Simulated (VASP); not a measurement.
Output of a VASP run:

OSZICAR:
```
...
DAV:  10    -0.435360339381E+01   -0.56068E-05   -0.66067E-06  2693   0.242E-02    0.262E-03
DAV:  11    -0.435360369632E+01   -0.30250E-06   -0.71318E-07  2825   0.692E-03    0.106E-03
DAV:  12    -0.435360368726E+01    0.90567E-08   -0.48199E-08  1445   0.207E-03
   1 F= -.50612417E+01 E0= -.50616725E+01  d E =-.506124E+01
       N       E                     dE             d eps       ncg     rms          rms(c)
DAV:   1    -0.437318564951E+01   -0.19582E-01   -0.74865E-01  2656   0.675E+00    0.566E-01
DAV:   2    -0.436233868928E+01    0.10847E-01   -0.70007E-03  2678   0.906E-01    0.344E-01
DAV:   3    -0.435663935852E+01    0.56993E-02   -0.10906E-02  2704   0.107E+00    0.398E-02
DAV:   4    -0.435666582436E+01   -0.26466E-04   -0.61818E-04  2673   0.235E-01    0.202E-02
DAV:   5    -0.435666800949E+01   -0.21851E-05   -0.83501E-06  3310   0.314E-02    0.549E-03
DAV:   6    -0.435666655068E+01    0.14588E-05   -0.25033E-06  2717   0.181E-02    0.363E-04
DAV:   7    -0.435666656544E+01   -0.14759E-07   -0.13999E-07  1860   0.294E-03
   2 F= -.50643207E+01 E0= -.50646413E+01  d E =-.307898E-02
       N       E                     dE             d eps       ncg     rms          rms(c)
DAV:   1    -0.437508808874E+01   -0.18422E-01   -0.75146E-01  2668   0.677E+00    0.572E-01
DAV:   2    -0.436400425632E+01    0.11084E-01   -0.69845E-03  2653   0.912E-01    0.346E-01
DAV:   3    -0.435825925759E+01    0.57450E-02   -0.10915E-02  2698   0.107E+00    0.421E-02
DAV:   4    -0.435828250664E+01   -0.23249E-04   -0.63040E-04  2662   0.240E-01    0.200E-02
DAV:   5    -0.435828393623E+01   -0.14296E-05   -0.11034E-05  3329   0.383E-02    0.657E-03
DAV:   6    -0.435828203530E+01    0.19009E-05   -0.31507E-06  2671   0.205E-02    0.413E-04
DAV:   7    -0.435828205790E+01   -0.22605E-07   -0.17488E-07  2017   0.322E-03
   3 F= -.50659640E+01 E0= -.50660824E+01  d E =-.472230E-02
       N       E                     dE             d eps       ncg     rms          rms(c)
DAV:   1    -0.442321900100E+01   -0.64937E-01   -0.30211E+00  2669   0.136E+01    0.115E+00
DAV:   2    -0.437998011211E+01    0.43239E-01   -0.27086E-02  2665   0.178E+00    0.691E-01
DAV:   3    -0.435767582006E+01    0.22304E-01   -0.40931E-02  2695   0.209E+00    0.834E-02
DAV:   4    -0.435777750914E+01   -0.10169E-03   -0.23092E-03  2664   0.459E-01    0.389E-02
DAV:   5    -0.435777771862E+01   -0.20948E-06   -0.30120E-05  3292   0.609E-02    0.962E-03
DAV:   6    -0.435777559435E+01    0.21243E-05   -0.46262E-06  2721   0.234E-02    0.100E-03
DAV:   7    -0.435777564585E+01   -0.51493E-07   -0.20267E-07  2167   0.360E-03
   4 F= -.50655495E+01 E0= -.50654991E+01  d E =-.430785E-02
       N       E                     dE             d eps       ncg     rms          rms(c)
DAV:   1    -0.438246926258E+01   -0.24694E-01   -0.10820E+00  2680   0.812E+00    0.686E-01
DAV:   2    -0.436664090082E+01    0.15828E-01   -0.10018E-02  2664   0.108E+00    0.413E-01
DAV:   3    -0.435863405172E+01    0.80068E-02   -0.14894E-02  2731   0.125E+00    0.479E-02
DAV:   4    -0.435867385194E+01   -0.39800E-04   -0.83869E-04  2652   0.274E-01    0.239E-02
DAV:   5    -0.435867479212E+01   -0.94017E-06   -0.12333E-05  3171   0.403E-02    0.524E-03
DAV:   6    -0.435867349962E+01    0.12925E-05   -0.24272E-06  2724   0.183E-02    0.707E-04
DAV:   7    -0.435867352821E+01   -0.28598E-07   -0.10709E-07  1614   0.271E-03
   5 F= -.50663870E+01 E0= -.50664085E+01  d E =-.514534E-02
```

**OUTCAR**
```
------------------------ aborting loop because EDIFF is reached ----------------------------------------
 Edisp (eV)   -0.70771
  FORCE on cell =-STRESS in cart. coord.  units (eV):
  Direction    XX          YY          ZZ          XY          YZ          ZX
  --------------------------------------------------------------------------------------
  Total       0.86663     0.86663     0.86008    -0.00000    -0.00000    -0.00000
  in kB      25.03325    25.03325    24.84405    -0.00000    -0.00000    -0.00000
  external pressure =       24.97 kB  Pullay stress =        0.00 kB
  volume of cell :       55.47
      direct lattice vectors                 reciprocal lattice vectors
     1.728146611 -2.993237851 -0.000000000     0.289327304 -0.167043190 -0.000000000
     1.728146611  2.993237851  0.000000000     0.289327304  0.167043190 -0.000000000
     0.000000000 -0.000000000  5.361374811    -0.000000000 -0.000000000  0.186519323
 POSITION                                       TOTAL-FORCE (eV/Angst)
 -----------------------------------------------------------------------------------
      1.72815      0.99775      1.34034        -0.000000      0.000000      0.000000
      1.72815     -0.99775      4.02103         0.000000     -0.000000     -0.000000
 -----------------------------------------------------------------------------------
    total drift:                               -0.000000      0.000447      0.000008
  FREE ENERGIE OF THE ION-ELECTRON SYSTEM (eV)
  ---------------------------------------------------
  free  energy   TOTEN  =        -5.0663870199 eV

  energy  without entropy=       -5.0664513867  energy(sigma->0) =       -5.06640848

 reached required accuracy - stopping structural energy minimisation
```
(Selected blocks of OUTCAR.)

File POSCAR:
```
Tl
1
    1.7096638879    -2.9612248212     0.0000000000
    1.7096638879     2.9612248212     0.0000000000
    0.0000000000     0.0000000000     5.4779222328
Tl
2
Direct
  0.3333330000   0.6666670000   0.2500000000
  0.6666670000   0.3333330000   0.7500000000
```

Q: Write an INCAR and KPOINTS that could have produced this output.

A: One answer among several that fit: the input of the run itself, PBE GGA with D3 dispersion (Becke-Johnson damping), plane waves, VASP's PBE PAW potentials (set 64).

### INCAR
```
ALGO  =  Normal
EDIFF  =  1E-7
EDIFFG  =  -0.01
ENCUT  =  520
GGA  =  PE
IBRION  =  2
ISIF  =  4
ISMEAR  =  1
IVDW  =  12
LASPH  =  T
LCHARG  =  F
LMAXMIX  =  4
LREAL  =  F
LWAVE  =  F
NELM  =  100
NSW  =  30
PREC  =  Accurate
SIGMA  =  0.1
SYSTEM  =  Tl
```

KPOINTS:
```
Automatic mesh
0
Gamma
12 12 7
0 0 0
```

POTCAR, in this order: Tl_d (PBE.64 set). Program: vasp_std.

The compound is Tl in the hcp structure. This cell is one point of a volume scan, at 0.94 of the reference volume. Symmetry was kept, so distortions that lower it aren't found.
